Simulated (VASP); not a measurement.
Crystal: GaAs.

```xyz
2
Lattice="0.0000 2.8336 2.8124 2.8336 0.0000 2.8124 2.8336 2.8336 0.0000" Properties=species:S:1:pos:R:3 pbc="T T T"
Ga    0.0000    0.0000    0.0000
As    1.4168    1.4168    1.4062
```

The cell was built by a generator and isn't the measured one.

Program: VASP 6.6.1. Alike in all runs: task electric field gradients; no spin polarisation; cell as given; k mesh 12 × 12 × 12; cutoff (eV) 600; smearing gaussian 0.02 eV.

Task: Order these runs on this cell by their band gap on the k mesh, lowest first.
A. level r2SCAN; potentials or basis VASP PAW PBE potentials, release 64 (Ga_d, As); further INCAR settings ALGO = Normal; EDIFF = 1e-08
B. level LDA; potentials or basis VASP PAW LDA potentials, release 64 (Ga_d, As); further INCAR settings ALGO = Fast; EDIFF = 1e-08
C. level PBE; potentials or basis VASP PAW PBE potentials, release 64 (Ga_d, As); further INCAR settings ALGO = Fast; EDIFF = 1e-08

Result: B (0.31 eV), C (0.49 eV), A (0.97 eV).

A k mesh can miss the band edges.

Not every run made on this cell is shown here.
